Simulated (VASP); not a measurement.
Computed with LDA (Ceperley-Alder, Perdew-Zunger), VASP's LDA PAW potentials (set 64) (plane waves; VASP 6.6.1).

VASP input:

KPOINTS:
```
Automatic mesh
0
Gamma
12 12 1
0 0 0
```

**INCAR**
```
ENCUT  =  400   # plane-wave cut-off (eV)
ALGO  =  Normal
LREAL  =  .False.   # projection in real space or not
EDIFF  =  1E-6
SYSTEM  =  PtSe2 monolayer
SIGMA  =  0.05   # width (eV)
ISMEAR  =  0   # Gaussian
LVHAR  =  .True.
LCHARG  =  .False.
NELMIN  =  4
LMAXMIX  =  6
LORBIT  =  11
PREC  =  Normal
LASPH  =  .True.
LWAVE  =  .False.
NELM  =  100
```

### POSCAR
```
PtSe2 monolayer
3.6806030
  1.0000000179   0.0000000000   0.0000000000
 -0.5000000090   0.8660254817   0.0000000000
  0.0000000000   0.0000000000   4.9016288791
Se Pt
2 1
Cart
  0.5000005090   0.2886748719   2.0999467999
 -0.0000005000   0.5773506098   2.8016820792
  0.0000000000   0.0000000000   2.4508144395
```

POTCAR, in this order: Se Pt (LDA.64 set). Program: vasp_std. Read from the step before: WAVECAR.

The resulting files:

File OSZICAR:
```
       N       E                     dE             d eps       ncg     rms          rms(c)
DAV:   1    -0.168096973224E+02   -0.16810E+02   -0.65080E-03   647   0.151E+00    0.658E-03
DAV:   2    -0.168096946820E+02    0.26404E-05   -0.92659E-07   621   0.108E-02    0.343E-03
DAV:   3    -0.168096962713E+02   -0.15893E-05   -0.14358E-07   523   0.475E-03    0.194E-03
DAV:   4    -0.168096979127E+02   -0.16414E-05   -0.36268E-08   551   0.243E-03    0.223E-04
DAV:   5    -0.168096979232E+02   -0.10520E-07   -0.71943E-09   432   0.818E-04
   1 F= -.16809698E+02 E0= -.16809698E+02  d E =-.758946E-12
```

File OUTCAR:
```
------------------------ aborting loop because EDIFF is reached ----------------------------------------
  FORCE on cell =-STRESS in cart. coord.  units (eV):
  Direction    XX          YY          ZZ          XY          YZ          ZX
  --------------------------------------------------------------------------------------
  Total       -0.1342435     -0.1342435     -0.0550616      0.0000000      0.0000000      0.0000000
  in kB       -1.0161922     -1.0161923     -0.4168034      0.0000000      0.0000000      0.0000000
  external PRESSURE =      -0.8163960 kB  Pullay stress =       0.0000000 kB
  volume of cell :      211.65
      direct lattice vectors                 reciprocal lattice vectors
     3.680603066  0.000000000  0.000000000     0.271694606  0.156862943  0.000000000
    -1.840301533  3.187495986  0.000000000     0.000000000  0.313725885  0.000000000
     0.000000000  0.000000000 18.040949957     0.000000000  0.000000000  0.055429454
 POSITION                                       TOTAL-FORCE (eV/Angst)
 -----------------------------------------------------------------------------------
      1.84030      1.06250      7.72907        -0.000000      0.000000      0.012881
     -0.00000      2.12500     10.31188         0.000000      0.000000     -0.012881
      0.00000      0.00000      9.02047         0.000000      0.000000      0.000000
 -----------------------------------------------------------------------------------
    total drift:                                0.000000     -0.000000      0.000000
  FREE ENERGIE OF THE ION-ELECTRON SYSTEM (eV)
  ---------------------------------------------------
  free  energy   TOTEN  =       -16.8096979232 eV

  energy  without entropy=      -16.8096979232  energy(sigma->0) =      -16.80969792

 total charge

# of ion       s       p       d       tot
------------------------------------------
    1        1.480   2.264   0.063   3.807
    2        1.480   2.264   0.063   3.807
    3        0.697   0.739   8.041   9.477
--------------------------------------------------
tot          3.657   5.268   8.166  17.092
```
(Selected blocks of OUTCAR.)

The cell is a sheet with vacuum, built from PtSe2 (1T layered).
